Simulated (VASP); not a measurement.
Computed with PBEsol GGA, VASP's PBE PAW potentials (set 64) (plane waves; VASP).

The input files of a VASP run:

INCAR:
```
! general
SYSTEM =Ti3Al
PREC   =Accurate
ENCUT  =400
LREAL  =.FALSE.
LASPH  =.TRUE.   ! aspherical one-centre terms

! electronic loop
EDIFF  =1E-6   ! SCF stop (eV)
NELM   =100
ALGO   =Normal   ! blocked Davidson
LMAXMIX=4   ! l cut-off of mixed one-centre charges

! smearing
ISMEAR =1   ! Methfessel-Paxton
SIGMA  =0.1   ! width (eV)

! functional
GGA    =PS

! ions
IBRION =2   ! conjugate gradients
NSW    =60
ISIF   =3
EDIFFG =-0.02

! output
LWAVE  =.FALSE.
LCHARG =.FALSE.
```

**KPOINTS**
```
Automatic mesh
0
Gamma
6 6 6
0 0 0
```

File POSCAR:
```
Ti3Al
1
    5.6703043194     0.0000000000     0.0000000000
   -2.8351521597     4.9106280530    -0.0000000000
    0.0000000000     0.0000000000     4.6025157598
Al Ti
2 6
Direct
  0.3333330000   0.6666670000   0.2500000000
  0.6666670000   0.3333330000   0.7500000000
  0.8302681045   0.6605362089   0.2500000000
  0.1697318955   0.8302681045   0.7500000000
  0.3394637911   0.1697318955   0.2500000000
  0.1697318955   0.3394637911   0.7500000000
  0.8302681045   0.1697318955   0.2500000000
  0.6605362089   0.8302681045   0.7500000000
```

POTCAR, in this order: Al Ti_sv (PBE.64 set). Program: vasp_std.

Output

File OSZICAR:
```
       N       E                     dE             d eps       ncg     rms          rms(c)
DAV:   1     0.940519188304E+03    0.94052E+03   -0.33933E+04  2608   0.172E+03
DAV:   2     0.690578314151E+02   -0.87146E+03   -0.85672E+03  2576   0.564E+02
DAV:   3    -0.517147625835E+02   -0.12077E+03   -0.11702E+03  4196   0.179E+02
DAV:   4    -0.678349726367E+02   -0.16120E+02   -0.15884E+02  3752   0.580E+01
DAV:   5    -0.689542435041E+02   -0.11193E+01   -0.11127E+01  4088   0.132E+01    0.239E+01
DAV:   6    -0.602200845463E+02    0.87342E+01   -0.47062E+01  3256   0.446E+01    0.510E+00
DAV:   7    -0.604273053925E+02   -0.20722E+00   -0.37846E+00  3544   0.807E+00    0.432E+00
DAV:   8    -0.604411204069E+02   -0.13815E-01   -0.40866E-01  3514   0.375E+00    0.170E+00
DAV:   9    -0.604509006770E+02   -0.97803E-02   -0.10205E-01  3528   0.196E+00    0.526E-01
DAV:  10    -0.604523591128E+02   -0.14584E-02   -0.27676E-02  3448   0.102E+00    0.155E-01
DAV:  11    -0.604527563435E+02   -0.39723E-03   -0.22212E-03  3648   0.279E-01    0.615E-02
DAV:  12    -0.604527139519E+02    0.42392E-04   -0.42493E-04  3582   0.936E-02    0.254E-02
DAV:  13    -0.604527091205E+02    0.48314E-05   -0.35985E-05  3776   0.334E-02    0.644E-03
DAV:  14    -0.604527092041E+02   -0.83593E-07   -0.40003E-06  2448   0.105E-02
   1 F= -.60452709E+02 E0= -.60452927E+02  d E =-.604527E+02
       N       E                     dE             d eps       ncg     rms          rms(c)
DAV:   1    -0.604684979926E+02   -0.15789E-01   -0.46134E-01  3264   0.651E+00    0.104E+00
DAV:   2    -0.604539950045E+02    0.14503E-01   -0.10484E-01  3400   0.245E+00    0.375E-01
DAV:   3    -0.604524398605E+02    0.15551E-02   -0.10980E-02  3636   0.487E-01    0.105E-01
DAV:   4    -0.604526411468E+02   -0.20129E-03   -0.31790E-03  3590   0.240E-01    0.378E-02
DAV:   5    -0.604529040534E+02   -0.26291E-03   -0.12891E-03  3580   0.181E-01    0.778E-02
DAV:   6    -0.604529233900E+02   -0.19337E-04   -0.28440E-04  3594   0.737E-02    0.539E-02
DAV:   7    -0.604529345898E+02   -0.11200E-04   -0.12597E-04  3140   0.707E-02    0.212E-02
DAV:   8    -0.604529353522E+02   -0.76238E-06   -0.32502E-05  2822   0.338E-02    0.864E-03
DAV:   9    -0.604529349316E+02    0.42058E-06   -0.16215E-06  2082   0.773E-03
   2 F= -.60452935E+02 E0= -.60453157E+02  d E =-.225728E-03
       N       E                     dE             d eps       ncg     rms          rms(c)
DAV:   1    -0.604554404001E+02   -0.25050E-02   -0.70826E-02  3260   0.255E+00    0.406E-01
DAV:   2    -0.604532113775E+02    0.22290E-02   -0.15985E-02  3384   0.956E-01    0.146E-01
DAV:   3    -0.604529736364E+02    0.23774E-03   -0.17027E-03  3430   0.193E-01    0.424E-02
DAV:   4    -0.604530108849E+02   -0.37249E-04   -0.51473E-04  3552   0.992E-02    0.148E-02
DAV:   5    -0.604530558823E+02   -0.44997E-04   -0.20883E-04  3506   0.747E-02    0.312E-02
DAV:   6    -0.604530618263E+02   -0.59440E-05   -0.46964E-05  2880   0.295E-02    0.220E-02
DAV:   7    -0.604530685330E+02   -0.67067E-05   -0.21671E-05  2632   0.300E-02    0.902E-03
DAV:   8    -0.604530669276E+02    0.16054E-05   -0.56362E-06  2606   0.145E-02    0.339E-03
DAV:   9    -0.604530674051E+02   -0.47754E-06   -0.25779E-07  1570   0.355E-03
   3 F= -.60453067E+02 E0= -.60453287E+02  d E =-.358201E-03
```

**OUTCAR**
```
------------------------ aborting loop because EDIFF is reached ----------------------------------------
  FORCE on cell =-STRESS in cart. coord.  units (eV):
  Direction    XX          YY          ZZ          XY          YZ          ZX
  --------------------------------------------------------------------------------------
  Total        0.0224442      0.0224442     -0.1423755      0.0000000     -0.0000000      0.0000000
  in kB        0.2798984      0.2798985     -1.7755426      0.0000000     -0.0000000      0.0000000
  external PRESSURE =      -0.4052486 kB  Pullay stress =       0.0000000 kB
  volume of cell :      128.47
      direct lattice vectors                 reciprocal lattice vectors
     5.676988135  0.000000000  0.000000000     0.176149743  0.101700092  0.000000000
    -2.838494068  4.916416409 -0.000000000    -0.000000000  0.203400184  0.000000000
     0.000000000 -0.000000000  4.603075679    -0.000000000  0.000000000  0.217246048
 POSITION                                       TOTAL-FORCE (eV/Angst)
 -----------------------------------------------------------------------------------
     -0.00000      3.27761      1.15077         0.000000      0.000000      0.000000
      2.83850      1.63880      3.45231         0.000000      0.000000      0.000000
      2.83849      3.24776      1.15077         0.000000      0.007048      0.000000
     -1.39340      4.08209      3.45231        -0.006104      0.003524      0.000000
      1.44510      0.83433      1.15077        -0.006104     -0.003524      0.000000
     -0.00000      1.66865      3.45231         0.000000     -0.007048      0.000000
      4.23189      0.83433      1.15077         0.006104     -0.003524      0.000000
      1.39340      4.08209      3.45231         0.006104      0.003524      0.000000
 -----------------------------------------------------------------------------------
    total drift:                               -0.004964      0.002866     -0.000028
  FREE ENERGIE OF THE ION-ELECTRON SYSTEM (eV)
  ---------------------------------------------------
  free  energy   TOTEN  =       -60.4530674051 eV

  energy  without entropy=      -60.4537247283  energy(sigma->0) =      -60.45328651

 reached required accuracy - stopping structural energy minimisation
```
(Selected blocks of OUTCAR.)

File CONTCAR:
```
Ti3Al
   1.00000000000000
     5.6769881353425093    0.0000000000000000    0.0000000000000000
    -2.8384940676712547    4.9164164090455218   -0.0000000000000000
     0.0000000000000000   -0.0000000000000000    4.6030756793230889
  Al              Ti
     2     6
Direct
     0.3333330000000032    0.6666669999999968    0.2500000000000000
     0.6666669999999968    0.3333330000000032    0.7500000000000000
     0.8302978332776986    0.6605956664553951    0.2500000000000000
     0.1697021667223121    0.8302978332776986    0.7500000000000000
     0.3394043335446154    0.1697021667223015    0.2500000000000000
     0.1697021667223015    0.3394043335446048    0.7500000000000000
     0.8302978332776879    0.1697021667223015    0.2500000000000000
     0.6605956664553846    0.8302978332776986    0.7500000000000000
```

The structure comes from a measured Ti3Al entry (P6_3/mmc) of the Crystallography Open Database, whose conditions weren't checked. This run relaxes it. Symmetry was kept, so distortions that lower it aren't found. The start is the result of an earlier pass.
